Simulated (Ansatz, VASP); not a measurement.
# GaN in two plane-wave programs, part 2 of 2

Aim: how closely do two programs agree when they are given the same cell, functional and k mesh? The cell is taken from a series of runs on this material, whose earlier steps may have relaxed, scaled, displaced or heated it; both programs get it as it stands.

VASP 6.6.1 and Ansatz 0.2.0.

So far: Set-up; Ansatz: dielectric response, LDA.

## 3. VASP: dielectric response, LDA

Level of this step: LDA; plane waves and PAW (Ga_d, N) (VASP).

The same cell, functional (in two slightly different forms) and mesh now go to VASP, with its own data sets.

Lines of VASP's logs that name or quote its potential files are left out, and so is its time.

File INCAR:

```
SYSTEM = GaN
PREC = Accurate
ENCUT = 520
EDIFF = 1E-08
NELM = 120
ISMEAR = 0
SIGMA = 0.01
LREAL = .FALSE.
ALGO = Normal
GGA = PW92
NBANDS = 24
LORBIT = 11
LWAVE = .FALSE.
LCHARG = .FALSE.
ISIF = 2
LEPSILON = .TRUE.
LASPH = .TRUE.
GGA_COMPAT = .FALSE.
KPAR = 2
```

File POSCAR:

```
GaN
1.0
    3.1800000000      0.0000000000      0.0000000000
   -1.5900000000      2.7539607840      0.0000000000
    0.0000000000      0.0000000000      5.1660000000
Ga N
2 2
Direct
    0.3333333334      0.6666666668      0.0000000000
    0.6666666668      0.3333333334      0.5000000000
    0.3333333334      0.6666666668      0.3750000000
    0.6666666668      0.3333333334      0.8750000000
```

File KPOINTS:

```
Automatic mesh
0
Gamma
6 6 4
0 0 0
```

PAW data sets: Ga_d and N (LDA family, release 64).

Launch:

```console
$ mpirun -np 2 vasp_std
```

Numbers of over 12 decimals in the logs are rounded to 6 here.

The log of the run:

```text
[banner, memory and clock lines left out]
running    2 mpi-ranks, on    1 nodes
 distrk:  each k-point on    1 cores,    2 groups
 distr:  one band on    1 cores,    1 groups

 POSCAR found type information on POSCAR GaN
 POSCAR found :  2 types and       4 ions
|                                                                             |
|               ----> ADVICE to this user running VASP <----                  |
|                                                                             |
|     You enforced a specific xc type in the INCAR file but a different       |
|     [... a line on the potential file left out ...]
|     I HOPE YOU KNOW WHAT YOU ARE DOING!                                     |
|                                                                             |

 LDA part: xc-table for (Slater(with rela. corr.)+PW92), standard interpolation
 POSCAR, INCAR and KPOINTS ok, starting setup
 FFT: planning ... GRIDC
 FFT: planning ... GRID_SOFT
 FFT: planning ... GRID
 WAVECAR not read
 entering main loop
       N       E                     dE             d eps       ncg     rms          rms(c)
DAV:   1     0.267304649243E+03    0.26730E+03   -0.18364E+04  1080   0.281E+03
DAV:   2    -0.664967207854E+00   -0.26797E+03   -0.25753E+03  1112   0.507E+02
DAV:   3    -0.310097460368E+02   -0.30345E+02   -0.30103E+02  1168   0.140E+02
DAV:   4    -0.320030016884E+02   -0.99326E+00   -0.99185E+00  1368   0.270E+01
DAV:   5    -0.320155669511E+02   -0.12565E-01   -0.12564E-01  1152   0.283E+00    0.107E+01
DAV:   6    -0.279385155741E+02    0.40771E+01   -0.12929E+01  1744   0.542E+01    0.316E+00
DAV:   7    -0.279716443464E+02   -0.33129E-01   -0.13319E+00  1080   0.901E+00    0.258E+00
DAV:   8    -0.279346499587E+02    0.36994E-01   -0.29335E-01  1696   0.610E+00    0.118E+00
DAV:   9    -0.279106538366E+02    0.23996E-01   -0.85293E-02  1688   0.459E+00    0.355E-01
DAV:  10    -0.279113914102E+02   -0.73757E-03   -0.62797E-03  1080   0.584E-01    0.135E-01
DAV:  11    -0.279111906086E+02    0.20080E-03   -0.13120E-03  1536   0.660E-01    0.537E-02
DAV:  12    -0.279112056756E+02   -0.15067E-04   -0.13452E-04  1056   0.762E-02    0.683E-02
DAV:  13    -0.279112006176E+02    0.50580E-05   -0.30308E-06  1608   0.190E-02    0.674E-02
DAV:  14    -0.279111902862E+02    0.10331E-04   -0.80023E-06  1664   0.323E-02    0.442E-02
DAV:  15    -0.279111878403E+02    0.24459E-05   -0.24579E-06  1592   0.131E-02    0.353E-02
DAV:  16    -0.279111852360E+02    0.26043E-05   -0.16688E-06  1664   0.157E-02    0.263E-02
DAV:  17    -0.279111827959E+02    0.24401E-05   -0.55961E-06  1680   0.286E-02    0.738E-03
DAV:  18    -0.279111827715E+02    0.24447E-07   -0.11889E-06  1360   0.746E-03    0.166E-03
DAV:  19    -0.279111827715E+02   -0.20009E-10   -0.65124E-08  1248   0.208E-03
   1 F= -.27911183E+02 E0= -.27911183E+02  d E =-.249152E-12
 Linear response reoptimize wavefunctions to high precision
DAV:   1    -0.279111827751E+02   -0.35607E-08   -0.13215E-08  1192   0.823E-04
DAV:   2    -0.279111827751E+02   -0.47294E-10   -0.75356E-10   552   0.230E-04
 Linear response G [H, r] |phi>, progress :
  Direction:   1
       N       E                     dE             d eps       ncg     rms
RMM:   1    -0.891671631994E+02   -0.89167E+02    0.11443E+02  1218   0.342E+02
 LRF_COMMUTATOR internal error: the vector H(1)-e(1) S(1) |phi(0)> is not orthog
 onal to |phi(0)> (-1.015703226934506E-004,3.767819389821625E-015)
 LRF_COMMUTATOR internal error: the vector H(1)-e(1) S(1) |phi(0)> is not orthog
 onal to |phi(0)> (1.015703232476427E-004,2.393918396847994E-016)
 LRF_COMMUTATOR internal error: the vector H(1)-e(1) S(1) |phi(0)> is not orthog
 onal to |phi(0)> (-1.072162609865590E-004,1.009088645975709E-014)
 LRF_COMMUTATOR internal error: the vector H(1)-e(1) S(1) |phi(0)> is not orthog
 onal to |phi(0)> (1.072162607086424E-004,7.632783294297951E-015)
RMM:   2    -0.859680044774E+02    0.31992E+01   -0.25384E+02  1817   0.841E+01
 LRF_COMMUTATOR internal error: the vector H(1)-e(1) S(1) |phi(0)> is not orthog
 onal to |phi(0)> (-1.015703226951992E-004,1.977584762613560E-015)
 LRF_COMMUTATOR internal error: the vector H(1)-e(1) S(1) |phi(0)> is not orthog
 onal to |phi(0)> (1.015703232409501E-004,1.956768080901838E-015)
 LRF_COMMUTATOR internal error: the vector H(1)-e(1) S(1) |phi(0)> is not orthog
 onal to |phi(0)> (-1.072162609894317E-004,1.476076205708665E-014)
 LRF_COMMUTATOR internal error: the vector H(1)-e(1) S(1) |phi(0)> is not orthog
 onal to |phi(0)> (1.072162607057559E-004,-1.665334536937735E-016)
RMM:   3    -0.888968905620E+02   -0.29289E+01   -0.20238E+01  2042   0.273E+01
RMM:   4    -0.890375068325E+02   -0.14062E+00   -0.16244E+00  2078   0.643E+00
RMM:   5    -0.890540679504E+02   -0.16561E-01   -0.10199E-02  2103   0.180E+00
RMM:   6    -0.890710763720E+02   -0.17008E-01   -0.23376E-02  2114   0.621E-01
[...]
onal to |phi(0)> (1.252790873204762E-004,-1.107447467063594E-014)
 LRF_COMMUTATOR internal error: the vector H(1)-e(1) S(1) |phi(0)> is not orthog
 onal to |phi(0)> (-1.314501377690618E-004,5.560853460920365E-015)
 LRF_COMMUTATOR internal error: the vector H(1)-e(1) S(1) |phi(0)> is not orthog
 onal to |phi(0)> (-1.314501377983040E-004,-2.525757381022231E-015)
 LRF_COMMUTATOR internal error: the vector H(1)-e(1) S(1) |phi(0)> is not orthog
[...]
RMM:   2    -0.772005096115E+00   -0.65718E+00   -0.21488E-01  1947   0.232E+00
RMM:   3    -0.790568007065E+00   -0.18563E-01   -0.43537E-02  2046   0.661E-01
RMM:   4    -0.791461307134E+00   -0.89330E-03   -0.24166E-03  2057   0.169E-01
RMM:   5    -0.791535422322E+00   -0.74115E-04   -0.28259E-04  2050   0.465E-02
RMM:   6    -0.791543856637E+00   -0.84343E-05   -0.55971E-05  2070   0.164E-02
RMM:   7    -0.791546088432E+00   -0.22318E-05   -0.12439E-05  2044   0.588E-03
RMM:   8    -0.791546297809E+00   -0.20938E-06   -0.27713E-06  1957   0.241E-03
RMM:   9    -0.791546448679E+00   -0.15087E-06   -0.53099E-07  1728   0.869E-04
RMM:  10    -0.791546440132E+00    0.85470E-08   -0.12857E-07  1575   0.354E-04
RMM:  11    -0.791546445006E+00   -0.48744E-08   -0.66207E-08  1244   0.124E-04
 change of polarisation eV/A/(eV/A) component  2 :    -0.426     1.583    -0.072
 dielectric tensor                  component  2 :    -1.705     7.332    -0.287
 Linear response to external field (no local field effect), progress :
  Direction:   3
       N       E                     dE             d eps       ncg     rms          rms(c)
RMM:   1    -0.164599039041E+00   -0.16460E+00    0.29052E+00  1122   0.928E+00
RMM:   2    -0.650524903996E+00   -0.48593E+00   -0.10220E-01  1902   0.197E+00
RMM:   3    -0.659646797758E+00   -0.91219E-02   -0.14807E-02  1991   0.538E-01
RMM:   4    -0.660365267750E+00   -0.71847E-03   -0.14631E-03  2010   0.149E-01
RMM:   5    -0.660451722217E+00   -0.86454E-04   -0.25462E-04  2048   0.455E-02
RMM:   6    -0.660456018106E+00   -0.42959E-05   -0.27601E-05  2032   0.147E-02
RMM:   7    -0.660456944044E+00   -0.92594E-06   -0.43112E-06  2017   0.547E-03
RMM:   8    -0.660457044634E+00   -0.10059E-06   -0.32124E-07  1834   0.197E-03
RMM:   9    -0.660457124915E+00   -0.80281E-07   -0.12236E-07  1525   0.744E-04
RMM:  10    -0.660457116409E+00    0.85060E-08    0.11843E-07  1260   0.299E-04
RMM:  11    -0.660457132975E+00   -0.16566E-07   -0.11800E-08   960   0.125E-04
RMM:  12    -0.660457131428E+00    0.15467E-08    0.85771E-09   701   0.695E-05
 change of polarisation eV/A/(eV/A) component  3 :    -0.101    -0.072     1.321
 dielectric tensor                  component  3 :    -0.405    -0.286     6.283
 Linear response to external field, progress :
  Direction:   1
       N       E                     dE             d eps       ncg     rms          rms(c)
RMM:   1    -0.115685079757E+00   -0.11569E+00    0.33649E+00  2471   0.948E+00
RMM:   2    -0.654620437693E+00   -0.53894E+00   -0.20935E-01  4289   0.222E+00    0.125E+00
RMM:   3    -0.657445639559E+00   -0.28252E-02   -0.40279E-02  4277   0.895E-01    0.714E-01
RMM:   4    -0.675442481325E+00   -0.17997E-01   -0.12708E-02  4412   0.788E-01    0.478E-02
RMM:   5    -0.675909955883E+00   -0.46747E-03   -0.96598E-04  4492   0.193E-01    0.344E-02
RMM:   6    -0.676267628450E+00   -0.35767E-03   -0.87583E-05  4285   0.509E-02    0.130E-02
RMM:   7    -0.676589296910E+00   -0.32167E-03   -0.13888E-05  4472   0.196E-02    0.780E-04
RMM:   8    -0.676590710388E+00   -0.14135E-05    0.26009E-06  4604   0.579E-03    0.219E-04
RMM:   9    -0.676599410602E+00   -0.87002E-05    0.78818E-07  4440   0.183E-03    0.121E-04
RMM:  10    -0.676595363843E+00    0.40468E-05    0.29302E-07  4569   0.702E-04    0.252E-05
RMM:  11    -0.676595399020E+00   -0.35178E-07    0.18736E-07  3956   0.246E-04    0.116E-05
RMM:  12    -0.676595748327E+00   -0.34931E-06    0.20290E-07  2824   0.107E-04    0.370E-06
 change of polarisation eV/A/(eV/A) component  1 :     1.286    -0.160     0.000
 dielectric tensor                  component  1 :     6.142    -0.642     0.000
 Linear response to external field, progress :
  Direction:   2
       N       E                     dE             d eps       ncg     rms          rms(c)
RMM:   1    -0.116479449796E+00   -0.11648E+00    0.33569E+00  2481   0.936E+00
RMM:   2    -0.656390081711E+00   -0.53991E+00   -0.19624E-01  4330   0.218E+00    0.125E+00
RMM:   3    -0.657516788164E+00   -0.11267E-02   -0.35079E-02  4312   0.874E-01    0.715E-01
RMM:   4    -0.675509211771E+00   -0.17992E-01   -0.12727E-02  4431   0.787E-01    0.515E-02
RMM:   5    -0.675926733971E+00   -0.41752E-03   -0.10013E-03  4539   0.200E-01    0.395E-02
RMM:   6    -0.675973154936E+00   -0.46421E-04   -0.78763E-05  4278   0.517E-02    0.111E-02
RMM:   7    -0.676547563526E+00   -0.57441E-03   -0.20907E-05  4436   0.184E-02    0.165E-03
RMM:   8    -0.676588144383E+00   -0.40581E-04   -0.85889E-07  4568   0.569E-03    0.463E-04
RMM:   9    -0.676597212714E+00   -0.90683E-05    0.62123E-07  4420   0.220E-03    0.127E-04
RMM:  10    -0.676594661707E+00    0.25510E-05    0.59338E-07  4579   0.797E-04    0.656E-05
RMM:  11    -0.676595558527E+00   -0.89682E-06    0.53402E-07  4334   0.290E-04    0.142E-05
RMM:  12    -0.676595530999E+00    0.27527E-07    0.87963E-08  3234   0.110E-04    0.330E-06
 change of polarisation eV/A/(eV/A) component  2 :    -0.255     1.286    -0.000
 dielectric tensor                  component  2 :    -1.020     6.142    -0.000
 Linear response to external field, progress :
  Direction:   3
       N       E                     dE             d eps       ncg     rms          rms(c)
RMM:   1    -0.164599039041E+00   -0.16460E+00    0.29052E+00  1122   0.928E+00
RMM:   2    -0.650524757662E+00   -0.48593E+00   -0.10220E-01  1902   0.197E+00    0.123E+00
RMM:   3    -0.646658324313E+00    0.38664E-02   -0.18153E-02  1880   0.802E-01    0.699E-01
RMM:   4    -0.663921915552E+00   -0.17264E-01   -0.10329E-02  1945   0.715E-01    0.461E-02
RMM:   5    -0.665013054182E+00   -0.10911E-02   -0.87986E-04  1982   0.186E-01    0.361E-02
RMM:   6    -0.665463892409E+00   -0.45084E-03   -0.72710E-05  1880   0.473E-02    0.758E-03
RMM:   7    -0.665703012162E+00   -0.23912E-03   -0.85574E-06  1972   0.194E-02    0.367E-03
RMM:   8    -0.665644709049E+00    0.58303E-04   -0.16205E-06  1978   0.568E-03    0.755E-04
RMM:   9    -0.665644003614E+00    0.70544E-06   -0.48833E-07  2001   0.190E-03    0.257E-04
RMM:  10    -0.665639563224E+00    0.44404E-05   -0.14634E-07  2001   0.771E-04    0.126E-04
RMM:  11    -0.665637969397E+00    0.15938E-05   -0.58374E-08  1933   0.288E-04    0.299E-05
RMM:  12    -0.665638230054E+00   -0.26066E-06   -0.10499E-08  1336   0.107E-04    0.469E-06
 change of polarisation eV/A/(eV/A) component  3 :    -0.099    -0.070     1.267
 dielectric tensor                  component  3 :    -0.397    -0.280     6.067
 Born effective charges drift removed
```

OUTCAR, selected parts (step 3):

```text
ion  position               nearest neighbor table
   1  0.333  0.667  0.000-   3 1.94   4 1.95   4 1.95   4 1.95
   2  0.667  0.333  0.500-   4 1.94   3 1.95   3 1.95   3 1.95
   3  0.333  0.667  0.375-   1 1.94   2 1.95   2 1.95   2 1.95
   4  0.667  0.333  0.875-   2 1.94   1 1.95   1 1.95   1 1.95

  LATTYP: Found a hexagonal cell.
 ALAT       =     3.1800000000
 C/A-ratio  =     1.6245283019

 Subroutine GETGRP returns: Found 12 space group operations
 (whereof  6 operations were pure point group operations)

The static configuration has the point symmetry C_3v.
 The point group associated with its full space group is C_6v.

 Found     21 irreducible k-points:

   k-points           NKPTS =     21   k-points in BZ     NKDIM =     21   number of bands    NBANDS=     24

   dimension x,y,z NGX =    24 NGY =   24 NGZ =   40
   dimension x,y,z NGXF=    48 NGYF=   48 NGZF=   80

   ENCUT  =  520.0 eV  38.22 Ry    6.18 a.u.   5.91  5.91  9.61*2*pi/ulx,y,z

   NELECT =      36.0000    total number of electrons

 k-points in reciprocal lattice and weights: Automatic mesh
   0.00000000  0.00000000  0.00000000       0.007
   0.16666667  0.00000000  0.00000000       0.042
   0.33333333  0.00000000  0.00000000       0.042
   0.50000000  0.00000000  0.00000000       0.021
   0.16666667  0.16666667  0.00000000       0.042
   0.33333333  0.16666667  0.00000000       0.083
   0.33333333  0.33333333  0.00000000       0.014
   0.00000000  0.00000000  0.25000000       0.014
   0.16666667  0.00000000  0.25000000       0.083
[...]
0.33333333  0.16666667  0.50000000       0.083
   0.33333333  0.33333333  0.50000000       0.014

 average (electrostatic) potential at core
       1 -64.6282       2 -64.6282       3 -61.8632       4 -61.8632

  Total       -1.2342612     -1.2342612     -0.6404456      0.0000000      0.0000000      0.0000000
  in kB      -43.7097571    -43.7097571    -22.6805503      0.0000000      0.0000000      0.0000000
  external PRESSURE =     -36.7000215 kB  Pullay stress =       0.0000000 kB

  energy-cutoff  :      520.00
  volume of cell :       45.24
      direct lattice vectors                 reciprocal lattice vectors
     3.180000000  0.000000000  0.000000000     0.314465409  0.181556688  0.000000000
    -1.590000000  2.753960784  0.000000000     0.000000000  0.363113377  0.000000000
     0.000000000  0.000000000  5.166000000     0.000000000  0.000000000  0.193573364

 POSITION                                       TOTAL-FORCE (eV/Angst)
 -----------------------------------------------------------------------------------
      0.00000      1.83597      0.00000         0.000000      0.000000     -0.127727
      1.59000      0.91799      2.58300        -0.000000      0.000000     -0.127727
      0.00000      1.83597      1.93725        -0.000000      0.000000      0.127727
      1.59000      0.91799      4.52025         0.000000     -0.000000      0.127727
 -----------------------------------------------------------------------------------
    total drift:                               -0.000001     -0.000001      0.000464

 MACROSCOPIC STATIC DIELECTRIC TENSOR (including local field effects in DFT)
 ------------------------------------------------------
           6.142448    -0.000000     0.000000
          -0.000000     6.142448     0.000000
           0.000000     0.000000     6.066561
 ------------------------------------------------------

 PIEZOELECTRIC TENSOR (including local field effects)  for field in x, y, z        (C/m^2)
          XX          YY          ZZ          XY          YZ          ZX
  --------------------------------------------------------------------------------
  x     0.00000    -0.00000     0.00000    -0.00000     0.00000     0.56498
  y    -0.00000     0.00000    -0.00000     0.00000     0.56498     0.00000
  z     0.50171     0.50171    -1.00469     0.00000     0.00000    -0.00000

 BORN EFFECTIVE CHARGES (including local field effects) (in |e|, cummulative output)
 ---------------------------------------------------------------------------------
 ion    1
    1     2.61939     0.00000     0.00000
    2     0.00000     2.61939     0.00000
    3     0.00000     0.00000     2.72494
 ion    2
    1     2.61939     0.00000     0.00000
    2     0.00000     2.61939     0.00000
    3    -0.00000    -0.00000     2.72494
 ion    3
    1    -2.61939     0.00000     0.00000
    2     0.00000    -2.61939     0.00000
    3     0.00000     0.00000    -2.72494
 ion    4
    1    -2.61939     0.00000     0.00000
    2     0.00000    -2.61939    -0.00000
    3     0.00000     0.00000    -2.72494
```

The dielectric response converges more slowly with the mesh than energies do, so tensor and charges may still move on a finer one.

## 4. Differences

Known differences besides the potentials themselves: fixed occupations in Ansatz, narrow Gaussian smearing in VASP; VASP's response is taken on the typed mesh, Ansatz refines its own for the field response alone; the cutoff is 420 eV in Ansatz and 520 eV in VASP; VASP's log shows a relativistic correction to its local exchange, Ansatz's none; VASP's log repeats an internal error in its field response. Total energies have different zeros and are not compared.

Compared:

```csv
quantity,Ansatz,VASP,difference
ε∞ xx,5.76,6.14,-6.25 %
ε∞ yy,5.76,6.14,-6.25 %
ε∞ zz,5.89,6.07,-2.98 %
```

## 5. Summary of results

```
difference in ε∞ xx (dielectric response, LDA) : -6.3 %
```

What this shows: The difference in ε∞ xx is -6.3 % (dielectric response, LDA), beyond the 5 % picked in this series as the mark of a large difference. What causes the difference of the dielectric response, LDA pair stays open here. How closely two codes agree says nothing of how well the functional describes the real material.

[Lines on the potential files, build, host, timing and source positions are cut from VASP's logs without a mark.]

[Logs are printed without paths, hosts, clocks, repeated set-up lines and the standing remarks that a program may print on its own settings, such as how far it seeks lower states.]

[Hosts, paths, dates, database ids (printed as entryN), source tags and the programs' standing remarks are cut or masked in the printed files.]
